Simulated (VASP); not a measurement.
Given:

```xyz
3
Lattice="0.0000 2.5460 2.5460 2.5460 0.0000 2.5460 2.5460 2.5460 0.0000" Properties=species:S:1:pos:R:3 pbc="T T T"
Zr     0.0000     0.0000     0.0000
O      1.2730     1.2730     1.2730
O      3.8190     3.8190     3.8190
```

Method: r2SCAN meta-GGA, VASP's PBE PAW potentials (set 64) (plane waves; VASP). Numerical set-up: 620 eV cut-off, 8×8×8 Γ-centred mesh, Gaussian smearing of 0.050 eV, potentials Zr_sv O.

Q: The ions, cell shape and volume at an external pressure of 5.0 GPa are relaxed. Give the cell that the relaxation ends in.

A: 
```xyz
3
Lattice="0.0000 2.5292 2.5292 2.5292 0.0000 2.5292 2.5292 2.5292 0.0000" Properties=species:S:1:pos:R:3 pbc="T T T"
Zr     0.0000     0.0000     0.0000
O      1.2646     1.2646     1.2646
O      3.7939     3.7939     3.7939
```
Space group Fm-3m (225), at a tolerance of 0.03 Å.

Q: How do energy and volume change from the first to the last step?

A: The energy (σ→0) changes by +3.0 meV/atom and the volume by -2.0 %, in 3 ionic steps.

```csv
step,E(σ→0) (eV),max force (eV/Å),pressure (GPa),volume (Å³)
1,-45.8633,0.000,-0.27,33.01
2,-45.7904,0.000,14.79,31.31
3,-45.8542,0.000,4.95,32.36
```

The compound is ZrO2 in the fluorite structure, the high-temperature cubic form, which is unstable at 0 K; the monoclinic form is the stable one. This run relaxes it under an external pressure of 5 GPa. Symmetry was kept, so distortions that lower it aren't found.
